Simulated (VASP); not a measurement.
## RuS (relaxed from the rock salt structure, space group Fm-3m): computed properties

Calculation: PBEsol GGA, VASP's PBE PAW potentials (set 64) (plane waves; VASP).

- space group: Fm-3m (225)
- cell: a = 4.834 Å, b = 4.834 Å, c = 4.834 Å, α = 90.00°, β = 90.00°, γ = 90.00°
- volume per atom: 14.12 Å³/atom
- band gap (over mesh and band path): none (metal, semimetal or under 0.01 eV)
- density: 7.83 g/cm³

Space group Fm-3m (No. 225); a = 4.834 Å, b = 4.834 Å, c = 4.834 Å, α = 90.00°, β = 90.00°, γ = 90.00°

```
atom  site  symmetry       x       y       z
----  ----  --------  ------  ------  ------
Ru      4a      m-3m  0.0000  0.0000  0.0000
S       4b      m-3m  0.5000  0.5000  0.5000
```
(The calculation used a cell of 2 atoms; values per cell refer to that cell.)

The structure was generated: RuS was put into the rock salt type (Fm-3m), which need not be its known phase. It was relaxed first, which changed the volume by -29 %. Symmetry was kept, so distortions that lower it aren't found.
